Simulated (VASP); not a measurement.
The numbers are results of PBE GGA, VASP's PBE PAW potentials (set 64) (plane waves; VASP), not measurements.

VASP input:

### INCAR
```
SYSTEM  =  GaN
PREC  =  Accurate; ENCUT  =  520; LREAL  =  .FALSE.
LASPH  =  .TRUE.
EDIFF  =  1E-6; NELM  =  100; ALGO  =  Normal
LMAXMIX  =  4
ISMEAR  =  0; SIGMA  =  0.05
GGA  =  PE
LWAVE  =  .FALSE.; LCHARG  =  .TRUE.
```

POSCAR:
```
GaN
1
    1.6095764798    -2.7878682026     0.0000000000
    1.6095764798     2.7878682026     0.0000000000
    0.0000000000     0.0000000000     5.2396186207
Ga N
2 2
Direct
  0.6666670000   0.3333330000   0.5000411912
  0.3333330000   0.6666670000   0.0000411912
  0.6666670000   0.3333330000   0.8769588088
  0.3333330000   0.6666670000   0.3769588088
```

**KPOINTS**
```
Automatic mesh
0
Gamma
7 7 4
0 0 0
```

POTCAR, in this order: Ga_d N (PBE.64 set). Program: vasp_std.

**Question.** Predict the energy per atom (σ→0).

**Answer.** 
The energy per atom (σ→0) is -6.082 eV/atom.

### OSZICAR
```
...
DAV:   8    -0.243480333580E+02    0.11379E-03   -0.28770E-01  1706   0.808E+00    0.874E-01
DAV:   9    -0.243252681895E+02    0.22765E-01   -0.11586E-01  1888   0.568E+00    0.354E-01
DAV:  10    -0.243262542522E+02   -0.98606E-03   -0.59259E-03  1230   0.828E-01    0.156E-01
DAV:  11    -0.243261970190E+02    0.57233E-04   -0.15375E-03  1606   0.715E-01    0.310E-02
DAV:  12    -0.243262118195E+02   -0.14801E-04   -0.19175E-04  1184   0.102E-01    0.155E-02
DAV:  13    -0.243262114510E+02    0.36853E-06   -0.37477E-05  1462   0.139E-01    0.881E-03
DAV:  14    -0.243262118897E+02   -0.43864E-06   -0.44967E-06  1262   0.372E-02
   1 F= -.24326212E+02 E0= -.24326212E+02  d E =-.121977E-15
```

The compound is GaN in the wurtzite structure. It was relaxed first.
